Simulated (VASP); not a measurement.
# RPA total energies of MgS (Niningerite), part 5 of 6

Aim: total energies of MgS (Niningerite) from exact exchange and RPA correlation, beside cheaper functionals. The scan starts from a database cell scaled to its smallest volume. The cell is of the rock-salt type. The start is a cell from a database of measured crystal structures.

VASP 6.6.1, plane waves and PAW; the level of theory is named at each step.

So far. Step 24 (Exact exchange, volume ratio 1.03): The Hartree-Fock energy on these orbitals is -7.0035 eV an atom. Step 25 (Empty bands, volume ratio 1.03): WAVECAR now holds 560 bands for 8 electrons.

### 26. RPA correlation, volume ratio 1.03

This step: RPA correlation on PBE orbitals; plane waves and PAW (S_GW, Mg_GW) (VASP 6.6.1).

RPA correlation at this point.

The input, INCAR:

```
SYSTEM = MgS
PREC = Accurate
ENCUT = 350
ISMEAR = 0
SIGMA = 0.05
LREAL = .FALSE.
GGA = PE
NBANDS = 560
ALGO = ACFDT
ENCUTGW = 200
NOMEGA = 12
PRECFOCK = Fast
LWAVE = .FALSE.
LCHARG = .FALSE.
```

The input, POSCAR:

```
MgS
1.0
    0.0000000000      2.6274105862      2.6274105862
    2.6274105862      0.0000000000      2.6274105862
    2.6274105862      2.6274105862      0.0000000000
S Mg
1 1
Direct
    0.5000000000      0.5000000000      0.5000000000
    0.0000000000      0.0000000000      0.0000000000
```

The input, KPOINTS:

```
Automatic mesh
0
Gamma
4 4 4
0 0 0
```

The projector-augmented-wave data sets are S_GW and Mg_GW (PBE family, release 64).

Run with:

```sh
$ mpirun -np 8 vasp_std
```

Log:

```text
[banner, memory and clock lines left out]
running    8 mpi-ranks, on    1 nodes
[...]
[... a notice as in an earlier step ...]

 LDA part: xc-table for (Slater+PW92), standard interpolation
 found WAVECAR, reading the header
 POSCAR, INCAR and KPOINTS ok, starting setup
[...]
reading WAVECAR
 the WAVECAR file was read successfully
 initial charge from wavefunction
 available memory per node:     70.61 GB, setting MAXMEM to     72301

 The Fermi energy was updated, please check that it is located mid-gap
 values below the HOMO (VB) or above the LUMO (CB) will cause erroneous energies
 E-fermi :   4.8497

 the WAVEDER file was read successfully
 set NWRITE>2 for more details about minimax calculation
 number of imaginary grid points requested:      12
 number of distinct grids requested:  1
 quadrature errors minimized for energies in [ 0.268E+01, 0.353E+03 ]
 bosonic grid (T=0, re) determined with error: 0.6765E-08
 bosonic grid (re): 0.6765E-08
[...]
NQ=   2    0.2500    0.0000    0.0000,
|.........|.........|.........|.........
 performed       3416000 updates of chi_q(r,r)
 total number of BLAS operations       1690.61 Gflops
NQ=   3    0.5000    0.0000    0.0000,
|.........|.........|.........|.........
 performed       5124000 updates of chi_q(r,r)
 total number of BLAS operations       2400.93 Gflops
NQ=   4    0.2500    0.2500    0.0000,
|.........|.........|.........|.........
 performed       6832000 updates of chi_q(r,r)
 total number of BLAS operations       3149.13 Gflops
NQ=   5    0.5000    0.2500    0.0000,
|.........|.........|.........|.........
 performed       8540000 updates of chi_q(r,r)
 total number of BLAS operations       3910.18 Gflops
NQ=   6   -0.2500    0.2500    0.0000,
|.........|.........|.........|.........
 performed      10248000 updates of chi_q(r,r)
 total number of BLAS operations       4684.18 Gflops
NQ=   7    0.5000    0.5000    0.0000,
|.........|.........|.........|.........
 performed      11956000 updates of chi_q(r,r)
 total number of BLAS operations       5357.60 Gflops
NQ=   8   -0.2500    0.5000    0.2500,
|.........|.........|.........|.........
 performed      13664000 updates of chi_q(r,r)
 total number of BLAS operations       6043.22 Gflops
 entering main loop
```

It took 35 s on 8 MPI ranks of Intel Xeon Platinum 8259CL at 2.50GHz (Skylake/Cascade Lake), shared host; peak memory 1.4 GiB; 4.6 min of CPU time.

OUTCAR, selected parts (step 26):

```text
      cutoff energy     smooth cutoff   RPA   correlation   Hartree contr. to MP2
---------------------------------------------------------------------------------
            200.000           160.000      -11.3357206606      -17.4461697992
            190.476           152.381      -11.2799760276      -17.3851309567
            181.406           145.125      -11.2193576224      -17.3185201565
            172.768           138.214      -11.1554615152      -17.2480451971
            164.541           131.632      -11.0870055648      -17.1722206701
            156.705           125.364      -11.0129995369      -17.0899334123
            149.243           119.394      -10.9354989339      -17.0033554027
            142.136           113.709      -10.8524630745      -16.9100963138
  linear regression

[... 2 parts as in an earlier step ...]

[... 2 further parts left out ...]
[key lines of the parts left out:]
E-fermi :   4.8497
```

The correlation energy is -6.0285 eV an atom, +9 meV against the point before. With exact exchange the total is -13.0320 eV an atom.

### 27. Comparison: r2SCAN, volume ratio 1.03

This step: r2SCAN; plane waves and PAW (S_GW, Mg_GW) (VASP 6.6.1).

The comparison at this point.

The input, INCAR:

```
SYSTEM = MgS
PREC = Accurate
ENCUT = 350
EDIFF = 1E-06
NELM = 100
ISMEAR = 0
SIGMA = 0.05
LREAL = .FALSE.
ALGO = Normal
METAGGA = R2SCAN
LASPH = .TRUE.
NBANDS = 10
LWAVE = .FALSE.
LCHARG = .FALSE.
KPAR = 8
```

POSCAR is that of step 26.

KPOINTS is that of step 26.

Run with:

```sh
$ mpirun -np 8 vasp_std
```

Log:

```text
[... set-up lines as in an earlier step ...]
 entering main loop
       N       E                     dE             d eps       ncg     rms          rms(c)
DAV:   1     0.964987E+01    0.96499E+01   -0.38031E+03   160   0.576E+02
DAV:   2    -0.157674E+02   -0.25417E+02   -0.24500E+02   208   0.949E+01
DAV:   3    -0.170708E+02   -0.13034E+01   -0.13024E+01   208   0.251E+01
DAV:   4    -0.171161E+02   -0.45311E-01   -0.45303E-01   224   0.415E+00
[...]
DAV:  11    -0.154704E+02   -0.66829E-05   -0.19801E-06   178   0.939E-03    0.145E-03
DAV:  12    -0.154704E+02    0.27853E-05   -0.17812E-07   112   0.259E-03    0.195E-04
DAV:  13    -0.154704E+02    0.37104E-06   -0.13657E-08    98   0.962E-04
   1 F= -.15470379E+02 E0= -.15470379E+02  d E =-.385024E-14
```

It took 6.6 s on 8 MPI ranks; peak memory 1 GiB; 49 s of CPU time.

From OUTCAR (step 27):

```text
  Total       -0.5532497     -0.5532497     -0.5532497      0.0000000      0.0000000     -0.0000000
  in kB      -24.4353157    -24.4353157    -24.4353157      0.0000000      0.0000000     -0.0000000
  external PRESSURE =     -24.4353157 kB  Pullay stress =       0.0000000 kB

 POSITION                                       TOTAL-FORCE (eV/Angst)
 -----------------------------------------------------------------------------------
      2.62741      2.62741      2.62741        -0.000000     -0.000000     -0.000000
      0.00000      0.00000      0.00000         0.000000      0.000000      0.000000
 -----------------------------------------------------------------------------------
    total drift:                               -0.000000     -0.000000      0.000000

  FREE ENERGIE OF THE ION-ELECTRON SYSTEM (eV)
  ---------------------------------------------------
  free  energy   TOTEN  =       -15.4703785037 eV

  energy  without entropy=      -15.4703785037  energy(sigma->0) =      -15.47037850

[... 2 parts as in an earlier step ...]

[... 1 further part left out ...]
[key lines of the parts left out:]
E-fermi :   3.5250
```

Its energy is -7.7352 eV an atom, on a zero of its own.

### 28. Orbitals for comparison: HSE06, volume ratio 1.03

This step: PBE; plane waves and PAW (S_GW, Mg_GW) (VASP 6.6.1).

Starting orbitals, as before.

The input, INCAR:

```
SYSTEM = MgS
PREC = Accurate
ENCUT = 350
EDIFF = 1E-05
NELM = 100
ISMEAR = 0
SIGMA = 0.05
LREAL = .FALSE.
ALGO = Normal
GGA = PE
NBANDS = 10
LORBIT = 11
LWAVE = .TRUE.
LCHARG = .FALSE.
KPAR = 8
```

POSCAR is that of step 27.

KPOINTS is that of step 27.

Run with:

```sh
$ mpirun -np 8 vasp_std
```

Log:

```text
[... set-up lines as in an earlier step ...]
 entering main loop
       N       E                     dE             d eps       ncg     rms          rms(c)
[... 10 cycles as in an earlier step ...]
DAV:  11    -0.845833E+01    0.45498E-05   -0.12458E-05   100   0.182E-02
   1 F= -.84583251E+01 E0= -.84583251E+01  d E =-.217641E-18
 writing wavefunctions
```

It took 1.6 s on 8 MPI ranks; peak memory 1 GiB; 8.2 s of CPU time.

From OUTCAR (step 28):

```text
  Total       -0.2264581     -0.2264581     -0.2264581     -0.0000000     -0.0000000      0.0000000
  in kB      -10.0019496    -10.0019496    -10.0019496     -0.0000000     -0.0000000      0.0000000
  external PRESSURE =     -10.0019496 kB  Pullay stress =       0.0000000 kB

 POSITION                                       TOTAL-FORCE (eV/Angst)
 -----------------------------------------------------------------------------------
      2.62741      2.62741      2.62741        -0.000000     -0.000000      0.000000
      0.00000      0.00000      0.00000         0.000000      0.000000      0.000000
 -----------------------------------------------------------------------------------
    total drift:                               -0.000000     -0.000000      0.000000

  FREE ENERGIE OF THE ION-ELECTRON SYSTEM (eV)
  ---------------------------------------------------
  free  energy   TOTEN  =        -8.4583250854 eV

  energy  without entropy=       -8.4583250854  energy(sigma->0) =       -8.45832509

[... 2 parts as in an earlier step ...]

[... 1 further part left out ...]
[key lines of the parts left out:]
E-fermi :   3.8097
```

The run ends at a pressure of -1.00 GPa.

### 29. Comparison: HSE06, volume ratio 1.03

This step: HSE06; plane waves and PAW (S_GW, Mg_GW) (VASP 6.6.1).

The comparison at this point.

The input, INCAR:

```
SYSTEM = MgS
PREC = Accurate
ENCUT = 350
EDIFF = 1E-06
NELM = 100
ISMEAR = 0
SIGMA = 0.05
LREAL = .FALSE.
ALGO = Normal
LHFCALC = .TRUE.
AEXX = 0.25
GGA = PE
HFSCREEN = 0.2
LASPH = .TRUE.
NBANDS = 10
PRECFOCK = Fast
LWAVE = .FALSE.
LCHARG = .FALSE.
KPAR = 8
```

POSCAR is that of step 28.

KPOINTS is that of step 28.

The WAVECAR or CHGCAR of an earlier step is read.

Run with:

```sh
$ mpirun -np 8 vasp_std
```

Log:

```text
[... set-up lines as in an earlier step ...]
 entering main loop
       N       E                     dE             d eps       ncg     rms          rms(c)
DAV:   1    -0.985754E+01   -0.98575E+01   -0.19498E-01   174   0.275E+00    0.166E-01
DAV:   2    -0.985875E+01   -0.12154E-02   -0.38906E-03   180   0.406E-01    0.123E-01
DAV:   3    -0.985848E+01    0.26986E-03   -0.25892E-04   212   0.111E-01    0.779E-02
DAV:   4    -0.985837E+01    0.11377E-03   -0.40408E-05   238   0.448E-02    0.476E-02
DAV:   5    -0.985833E+01    0.42686E-04   -0.13459E-05   238   0.250E-02    0.283E-02
DAV:   6    -0.985831E+01    0.16046E-04   -0.52859E-06   232   0.157E-02    0.168E-02
DAV:   7    -0.985830E+01    0.60895E-05   -0.19415E-06   202   0.952E-03    0.993E-03
DAV:   8    -0.985830E+01    0.22844E-05   -0.65526E-07    90   0.586E-03    0.596E-03
DAV:   9    -0.985830E+01    0.97590E-06   -0.45710E-07    96   0.513E-03
   1 F= -.98583011E+01 E0= -.98583011E+01  d E =-.200915E-10
```

Wall time 10 s (8 MPI ranks); peak memory 1.7 GiB.

OUTCAR, selected parts (step 29):

```text
 POSITION                                       TOTAL-FORCE (eV/Angst)
 -----------------------------------------------------------------------------------
      2.62741      2.62741      2.62741        -0.000000     -0.000000     -0.000000
      0.00000      0.00000      0.00000         0.000000      0.000000      0.000000
 -----------------------------------------------------------------------------------
    total drift:                                0.000000      0.000000      0.000000

  FREE ENERGIE OF THE ION-ELECTRON SYSTEM (eV)
  ---------------------------------------------------
  free  energy   TOTEN  =        -9.8583010623 eV

  energy  without entropy=       -9.8583010623  energy(sigma->0) =       -9.85830106

[... 2 parts as in an earlier step ...]

[... 1 further part left out ...]
[key lines of the parts left out:]
E-fermi :   3.0329
```

Its energy is -4.9292 eV an atom, on a zero of its own.

### 30. Orbitals, volume ratio 1.06

This step: PBE; plane waves and PAW (S_GW, Mg_GW) (VASP 6.6.1).

The same chain follows at a volume ratio of 1.06.

The input, INCAR:

```
SYSTEM = MgS
PREC = Accurate
ENCUT = 350
EDIFF = 1E-08
NELM = 100
ISMEAR = 0
SIGMA = 0.05
LREAL = .FALSE.
ALGO = Normal
GGA = PE
NBANDS = 10
LORBIT = 11
LWAVE = .TRUE.
LCHARG = .FALSE.
KPAR = 8
```

The input, POSCAR:

```
MgS
1.0
    0.0000000000      2.6526756995      2.6526756995
    2.6526756995      0.0000000000      2.6526756995
    2.6526756995      2.6526756995      0.0000000000
S Mg
1 1
Direct
    0.5000000000      0.5000000000      0.5000000000
    0.0000000000      0.0000000000      0.0000000000
```

KPOINTS is that of step 29.

Run with:

```sh
$ mpirun -np 8 vasp_std
```

Log:

```text
[... set-up lines as in an earlier step ...]
 entering main loop
       N       E                     dE             d eps       ncg     rms          rms(c)
DAV:   1     0.180786E+02    0.18079E+02   -0.39723E+03   168   0.574E+02
DAV:   2    -0.776008E+01   -0.25839E+02   -0.25152E+02   206   0.967E+01
DAV:   3    -0.888381E+01   -0.11237E+01   -0.11219E+01   234   0.223E+01
DAV:   4    -0.889636E+01   -0.12549E-01   -0.12546E-01   218   0.226E+00
[...]
DAV:  12    -0.844554E+01    0.79117E-06   -0.65979E-07   226   0.524E-03    0.201E-04
DAV:  13    -0.844554E+01    0.50379E-07   -0.12454E-08   162   0.691E-04    0.648E-05
DAV:  14    -0.844554E+01   -0.77434E-08   -0.53086E-10   100   0.181E-04
   1 F= -.84455393E+01 E0= -.84455393E+01  d E =-.933623E-13
 writing wavefunctions
```

The job ended after 1.8 s (8 MPI ranks; peak memory 1 GiB; 9.7 s of CPU time).

OUTCAR, selected parts (step 30):

```text
  Total       -0.6738404     -0.6738404     -0.6738404      0.0000000      0.0000000     -0.0000000
  in kB      -28.9191276    -28.9191276    -28.9191276      0.0000000      0.0000000     -0.0000000
  external PRESSURE =     -28.9191276 kB  Pullay stress =       0.0000000 kB

 POSITION                                       TOTAL-FORCE (eV/Angst)
 -----------------------------------------------------------------------------------
      2.65268      2.65268      2.65268        -0.000000      0.000000      0.000000
      0.00000      0.00000      0.00000         0.000000     -0.000000     -0.000000
 -----------------------------------------------------------------------------------
    total drift:                               -0.000000     -0.000000      0.000000

  FREE ENERGIE OF THE ION-ELECTRON SYSTEM (eV)
  ---------------------------------------------------
  free  energy   TOTEN  =        -8.4455393409 eV

  energy  without entropy=       -8.4455393409  energy(sigma->0) =       -8.44553934

[... 1 part as in an earlier step ...]

[... 2 further parts left out ...]
[key lines of the parts left out:]
E-fermi :   3.5052
```

The run ends at a pressure of -2.89 GPa.

### 31. Exact exchange, volume ratio 1.06

This step: Hartree-Fock energy on PBE orbitals; plane waves and PAW (S_GW, Mg_GW) (VASP 6.6.1).

Exact exchange at this point.

The input, INCAR:

```
SYSTEM = MgS
PREC = Accurate
ENCUT = 350
ISMEAR = 0
SIGMA = 0.05
LREAL = .FALSE.
GGA = PE
NBANDS = 10
ALGO = Eigenval
NELM = 1
LHFCALC = .TRUE.
AEXX = 1
ALDAC = 0
AGGAC = 0
PRECFOCK = Normal
LWAVE = .FALSE.
LCHARG = .FALSE.
```

POSCAR is that of step 30.

KPOINTS is that of step 30.

The run starts from files that an earlier step left in the folder.

Run with:

```sh
$ mpirun -np 8 vasp_std
```

Log:

```text
[... set-up lines as in an earlier step ...]
 entering main loop
       N       E                     dE             d eps       ncg     rms          rms(c)
EIG:   1    -0.140015E+02   -0.14002E+02    0.00000E+00     0   0.000E+00
   1 F= -.14001542E+02 E0= -.14001542E+02  d E =-.634566E-18
```

Elapsed: 3.8 s, on 8 MPI ranks; peak memory 0.82 GiB.

From OUTCAR (step 31):

```text
 POSITION                                       TOTAL-FORCE (eV/Angst)
 -----------------------------------------------------------------------------------
      2.65268      2.65268      2.65268         0.000000      0.000000      0.000000
      0.00000      0.00000      0.00000        -0.000000      0.000000     -0.000000
 -----------------------------------------------------------------------------------
    total drift:                               -0.000000     -0.000000     -0.000000

  FREE ENERGIE OF THE ION-ELECTRON SYSTEM (eV)
  ---------------------------------------------------
  free  energy   TOTEN  =       -14.0015424293 eV

  energy  without entropy=      -14.0015424293  energy(sigma->0) =      -14.00154243

[... 2 parts as in an earlier step ...]

[... 1 further part left out ...]
[key lines of the parts left out:]
E-fermi :   3.5604
```

The Hartree-Fock energy on these orbitals is -7.0008 eV an atom.

### 32. Empty bands, volume ratio 1.06

This step: PBE; plane waves and PAW (S_GW, Mg_GW) (VASP 6.6.1).

The empty bands are made again, for the run that follows.

The input, INCAR:

```
SYSTEM = MgS
PREC = Accurate
ENCUT = 350
ISMEAR = 0
SIGMA = 0.05
LREAL = .FALSE.
GGA = PE
NBANDS = 568
ALGO = Exact
NELM = 1
LWAVE = .TRUE.
LCHARG = .FALSE.
LOPTICS = .TRUE.
NEDOS = 1000
CSHIFT = 0.1
```

POSCAR is that of step 31.

KPOINTS is that of step 31.

Run with:

```sh
$ mpirun -np 8 vasp_std
```

Log:

```text
[banner, memory and clock lines left out]
running    8 mpi-ranks, on    1 nodes
[...]
[... a notice as in an earlier step ...]

 LDA part: xc-table for (Slater+PW92), standard interpolation
 found WAVECAR, reading the header
  number of bands has changed, file:    10 present:   568
  trying to continue reading WAVECAR, but it might fail
 POSCAR, INCAR and KPOINTS ok, starting setup
[...]
reading WAVECAR
 random initialization beyond band           10
 the WAVECAR file was read successfully
 initial charge from wavefunction
 entering main loop
       N       E                     dE             d eps       ncg     rms          rms(c)
DIA:   1    -0.844554E+01   -0.84455E+01    0.00000E+00     0   0.000E+00
   1 F= -.84455394E+01 E0= -.84455394E+01  d E =-.172581E-35
 writing wavefunctions
 optical routines
 imaginary and real dielectric function
 recalculating local potential from charge density
 direction            1
 direction            2
 direction            3
```

The job ended after 2.4 s (8 MPI ranks; peak memory 0.95 GiB; 15 s of CPU time).

OUTCAR, selected parts (step 32):

```text
  Total       -0.6740875     -0.6740875     -0.6740875     -0.0000000     -0.0000000      0.0000000
  in kB      -28.9297307    -28.9297307    -28.9297307     -0.0000000     -0.0000000      0.0000000
  external PRESSURE =     -28.9297307 kB  Pullay stress =       0.0000000 kB

 POSITION                                       TOTAL-FORCE (eV/Angst)
 -----------------------------------------------------------------------------------
      2.65268      2.65268      2.65268         0.000000      0.000000     -0.000000
      0.00000      0.00000      0.00000        -0.000000     -0.000000      0.000000
 -----------------------------------------------------------------------------------
    total drift:                               -0.000000     -0.000000      0.000000

  FREE ENERGIE OF THE ION-ELECTRON SYSTEM (eV)
  ---------------------------------------------------
  free  energy   TOTEN  =        -8.4455393607 eV

  energy  without entropy=       -8.4455393607  energy(sigma->0) =       -8.44553936

[... 1 part as in an earlier step ...]

[... 2 further parts left out ...]
[key lines of the parts left out:]
E-fermi :   3.6986
```

WAVECAR now holds 568 bands for 8 electrons.

(Continued in part 6 of 6.)

[Long decimals in the printed logs are rounded to 6 places.]

[Lines on the potential files, build, host, timing and source positions are cut from VASP's logs without a mark.]

[Logs are printed without paths, hosts, clocks, repeated set-up lines and the standing remarks that a program may print on its own settings, such as how far it seeks lower states.]

[Hosts, paths, dates, database ids (printed as entryN), source tags and the programs' standing remarks are cut or masked in the printed files.]

[Measured values are set beside computed ones only where the two were judged alike; some that the calculation misses by far are left out.]

[Pressures printed for these runs are not shown converged in the cutoff: they can be off by several GPa and have the wrong sign.]
